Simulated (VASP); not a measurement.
Given:

```yaml
crystal:
  lattice:
    - [4.60972, 0.00000, 0.00000]
    - [0.00000, 4.60972, 0.00000]
    - [0.00000, 0.00000, 2.95874]
  atoms:
    - { symbol: Ti, position: [0.00000, 0.00000, 0.00000] }
    - { symbol: Ti, position: [0.50000, 0.50000, 0.50000] }
    - { symbol: O, position: [0.30431, 0.30431, 0.00000] }
    - { symbol: O, position: [0.19569, 0.80431, 0.50000] }
    - { symbol: O, position: [0.69569, 0.69569, 0.00000] }
    - { symbol: O, position: [0.80431, 0.19569, 0.50000] }
```

The numbers are results of PBE GGA with D3 dispersion (Becke-Johnson damping), VASP's PBE PAW potentials (set 64) (plane waves; VASP), not measurements. Run with 520 eV cut-off, Gaussian smearing of 0.050 eV, potentials Ti_sv O.

Q: Give the energies of bands 14 to 27 at the high-symmetry points, in eV from the valence-band maximum.

A: 
| band | Γ | X | M | Z | R | A |
|---|---|---|---|---|---|---|
| 14 | -5.31 | -4.89 | -5.51 | -4.46 | -5.02 | -4.69 |
| 15 | -4.88 | -3.73 | -3.85 | -3.69 | -3.98 | -4.55 |
| 16 | -3.79 | -3.73 | -3.85 | -3.69 | -3.98 | -4.55 |
| 17 | -3.79 | -3.22 | -2.83 | -3.61 | -3.26 | -3.51 |
| 18 | -2.55 | -3.22 | -2.83 | -3.61 | -3.26 | -3.51 |
| 19 | -2.55 | -3.05 | -2.17 | -2.77 | -2.37 | -2.74 |
| 20 | -1.96 | -3.05 | -2.17 | -2.77 | -2.37 | -2.74 |
| 21 | -0.70 | -1.63 | -1.30 | -2.34 | -2.03 | -1.28 |
| 22 | -0.46 | -1.63 | -1.30 | -2.34 | -2.03 | -1.28 |
| 23 | -0.46 | -0.74 | -1.08 | -1.42 | -1.03 | -0.68 |
| 24 | 0.00 | -0.74 | -1.08 | -1.42 | -1.03 | -0.68 |
| 25 | 1.83 | 2.49 | 1.86 | 2.93 | 1.88 | 2.56 |
| 26 | 2.11 | 2.49 | 1.86 | 2.93 | 1.88 | 2.56 |
| 27 | 2.38 | 2.98 | 2.49 | 3.15 | 3.17 | 3.17 |

The gap is direct, 1.83 eV, from the valence maximum at Γ to the conduction minimum at Γ.

The structure comes from a measured TiO2 entry (P4_2/mnm) of the Crystallography Open Database, whose conditions weren't checked. It was relaxed first.
